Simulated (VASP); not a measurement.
Input:

```
CELL_PARAMETERS angstrom
      0.00000     3.28706     3.28706
      3.28706     0.00000     3.28706
      3.28706     3.28706     0.00000
ATOMIC_POSITIONS crystal
  In 0.00000 0.00000 0.00000
  Sb 0.25000 0.25000 0.25000
```

Computed with optB86b-vdW, VASP's PBE PAW potentials (set 64) (plane waves; VASP 6.6.1). Settings: 520 eV cut-off, Gaussian smearing of 0.050 eV, potentials In_d Sb.

**Question.** Give the energies of bands 7 to 12 at the high-symmetry points, in eV from the Fermi level.

**Answer.** 
| band | Γ | X | U | L | W |
|---|---|---|---|---|---|
| 7 | -0.54 | -5.77 | -5.65 | -5.45 | -5.67 |
| 8 | 0.00 | -2.13 | -2.94 | -0.95 | -2.70 |
| 9 | 0.00 | -2.13 | -1.80 | -0.95 | -2.57 |
| 10 | 0.00 | 1.30 | 1.59 | 0.40 | 3.30 |
| 11 | 2.93 | 1.37 | 3.58 | 3.77 | 3.94 |
| 12 | 2.93 | 7.83 | 6.06 | 3.77 | 4.09 |

It has no gap at this level: it comes out as a metal or semimetal.

The compound is InSb in the zinc blende structure. It was relaxed first.
